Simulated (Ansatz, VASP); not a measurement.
**Lu3Sc2O in VASP and in Ansatz**

INCAR

```
SYSTEM = Lu3Sc2O
PREC = Accurate
ENCUT = 520
EDIFF = 1E-7
ISMEAR = 0
SIGMA = 0.1
LREAL = .FALSE.
LASPH = .TRUE.
NELM = 100
ALGO = Normal
ISIF = 2
LWAVE = .FALSE.
LCHARG = .FALSE.
GGA = PE
NBANDS = 60
```

The input KPOINTS:

```
Automatic mesh
0
G
  4 4 4
  0 0 0
```

Contents of POSCAR:

```
Lu3Sc2O
1.0
   -3.0663275700      3.0663275700      3.7273638100
    3.0663275700     -3.0663275700      3.7273638100
    3.0663275700      3.0663275700     -3.7273638100
Lu Sc O
3 2 1
Direct
    0.5000000000      0.0000000000      0.5000000000
    0.0000000000      0.5000000000      0.5000000000
    0.0000000000      0.0000000000      0.0000000000
    0.7037805200      0.7037805200      0.0000000000
    0.2962194800      0.2962194800      0.0000000000
    0.5000000000      0.5000000000      0.0000000000
```

Input for Ansatz:

```yaml
crystal:
  lattice:
    - [-3.06632757, 3.06632757, 3.72736381]
    - [3.06632757, -3.06632757, 3.72736381]
    - [3.06632757, 3.06632757, -3.72736381]
  atoms:
    - { symbol: Lu, position: [0.5, 0.0, 0.5] }
    - { symbol: Lu, position: [0.0, 0.5, 0.5] }
    - { symbol: Lu, position: [0.0, 0.0, 0.0] }
    - { symbol: Sc, position: [0.70378052, 0.70378052, 0.0] }
    - { symbol: Sc, position: [0.29621948, 0.29621948, 0.0] }
    - { symbol: O, position: [0.5, 0.5, 0.0] }
basis:
  ecutwfc: 420
kpoints:
  mp_grid: { grid: [4, 4, 4] }
hamiltonian:
  xc: pbe
scf:
  occupations: { method: gaussian, width: 0.1 }
  lower_state_search: "off"
output:
  forces: true
  stress: true
  eigenvalues: true
```

Alike in both runs: task single point; functional PBE; k mesh 4 × 4 × 4; occupations gaussian, width 0.1 eV; no spin polarisation.

|  | VASP | Ansatz |
| --- | --- | --- |
| version | VASP 6.6.1 | Ansatz 0.2.0 |
| potentials or method | VASP PAW PBE potentials, release 64 (Lu, Sc_sv, O) | scalar-relativistic, plane waves, PAW |
| plane-wave cutoff (eV) | 520 | 420 |
| valence electrons in the cell | 103 | 103 |

|  | VASP | Ansatz | Ansatz less VASP |
| --- | --- | --- | --- |
| gap on the k mesh at the Fermi level (eV) | none | none | - |
| rms of the force components (eV/Å) | 4.801 | 4.548 | -0.2531 |

Atom by atom the forces differ by 0.253 eV/Å (rms over components). A gap of «none» marks a metal or a gap that the smearing closes. With one functional, cell and mesh, what is left measures potentials, basis and numerics.

Caveats: the k mesh is coarse (spacing up to 0.36 Å⁻¹), so the values aren't converged; an odd number of electrons without spin polarisation forces a metal; a magnetic or distorted state may lie lower. The runs have no spin-orbit coupling, so splittings on Lu are missing.
